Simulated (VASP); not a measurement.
**RhSb (relaxed from the CsCl type structure, space group Pm-3m): computed properties**

Computed with r2SCAN meta-GGA, VASP's PBE PAW potentials (set 64) (plane waves; VASP).

```
Item                                                                   Value
----------------------------------  ----------------------------------------
space group                                                      Pm-3m (221)
cell                                 a = b = c = 3.276 Å, α = β = γ = 90.00°
volume per atom                                               17.57 Å^3/atom
band gap (over mesh and band path)  none (metal, semimetal or under 0.01 eV)
density                                                          10.61 g/cm³
```

```xyz
2
Lattice="3.2756 0.0000 0.0000 0.0000 3.2756 0.0000 0.0000 0.0000 3.2756" Properties=species:S:1:pos:R:3 pbc="T T T"
Rh     0.0000     0.0000     0.0000
Sb     1.6378     1.6378     1.6378
```

Unless said otherwise, spin-orbit coupling is left out, though it shifts the bands of the heavy elements here.

The structure was generated: RhSb was put into the CsCl type type (Pm-3m), which need not be its known phase. It was relaxed first, which changed the volume by -28 %. Symmetry was kept, so distortions that lower it aren't found.
